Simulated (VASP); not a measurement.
Computed with r2SCAN meta-GGA, VASP's PBE PAW potentials (set 64) (plane waves; VASP).

VASP ran on this input.

### INCAR
```
ALGO=Normal
EDIFF=1E-7
ENCUT=480
ISIF=2
ISMEAR=1
LASPH=.TRUE.
LCHARG=.FALSE.
LMAXMIX=6
LMIXTAU=.TRUE.
LREAL=.FALSE.
LWAVE=.FALSE.
METAGGA=R2SCAN
NELM=100
PREC=Accurate
SIGMA=0.1
SYSTEM=Re
```

### POSCAR
```
Re
1
    1.3784512860    -2.3875475491    -0.0000000000
    1.3784512860     2.3875475491     0.0000000000
   -0.0000000000     0.0000000000     4.4665168115
Re
2
Direct
  0.3333330000   0.6666670000   0.2500000000
  0.6614315022   0.3385684978   0.7500000000
```

File KPOINTS:
```
kpoints
0
gamma
  14 14 8
```

POTCAR, in this order: Re (PBE.64 set). Program: vasp_std.

Unless said otherwise, spin-orbit coupling is left out, though it shifts the bands of the heavy elements here.

Task: What does the run give for the energy per atom (σ→0), largest force, band gap (on the k-mesh)?

Result: 
The energy per atom (σ→0) is -52.451 eV/atom. The band gap (on the k-mesh) is none (metal, semimetal or under 0.01 eV) and the largest force comes out as 0.119 eV/Å.

OSZICAR:
```
...
DAV:  11    -0.104902061113E+03   -0.12697E-01   -0.25044E-03 11406   0.158E+00    0.481E-02
DAV:  12    -0.104902115962E+03   -0.54849E-04   -0.73226E-05 11812   0.254E-01    0.861E-02
DAV:  13    -0.104902118633E+03   -0.26708E-05   -0.34680E-05 10716   0.891E-02    0.446E-02
DAV:  14    -0.104902142146E+03   -0.23513E-04   -0.28662E-05 11701   0.139E-01    0.902E-03
DAV:  15    -0.104902146047E+03   -0.39006E-05   -0.26222E-06 10216   0.250E-02    0.722E-03
DAV:  16    -0.104902146857E+03   -0.81075E-06   -0.20315E-06 10147   0.462E-02    0.443E-03
DAV:  17    -0.104902146782E+03    0.75688E-07   -0.27243E-08  4779   0.100E-02
   1 F= -.10490215E+03 E0= -.10490242E+03  d E =0.821943E-03
```

The compound is Re in the hcp structure. This cell was strained or had an atom moved on purpose.
